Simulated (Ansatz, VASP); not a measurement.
# One calculation of PdPt2, two programs

```
CELL_PARAMETERS angstrom
5.16264 0.00000 0.00000
0.00000 5.16264 0.00000
0.00000 0.00000 2.51992
ATOMIC_POSITIONS crystal
Pd 0.00000 0.00000 0.50000
Pt 0.00000 0.50000 0.50000
Pt 0.50000 0.00000 0.50000
```

Alike in both runs: functional PBE; k mesh 4 × 4 × 6; occupations gaussian, width 0.1 eV; no spin polarisation.

Ansatz relaxed the structure, and its values are those at the end. VASP's run is a single point on that final structure, the one shown.

|  | VASP | Ansatz |
| --- | --- | --- |
| version | VASP 6.6.1 | Ansatz 0.2.0 |
| potentials or method | VASP PAW PBE potentials, release 64 (Pd, Pt) | scalar-relativistic, plane waves, PAW |
| plane-wave cutoff (eV) | 520 | 420 |
| valence electrons in the cell | 30 | 54 |

```csv
,VASP,Ansatz,Ansatz less VASP
gap on the k mesh at the Fermi level (eV),none,none,-
pressure (GPa),-0.4,0.0,+0.34
```

A gap of «none» marks a metal or a gap that the smearing closes. The functional is the same, so the differences come from potentials, cutoffs and numerics. The two sets of potentials don't hold the same shells in valence.

Caveats: the k mesh is coarse (spacing up to 0.42 Å⁻¹), so the values aren't converged. Spin-orbit coupling is left out, which matters for the levels of Pt.
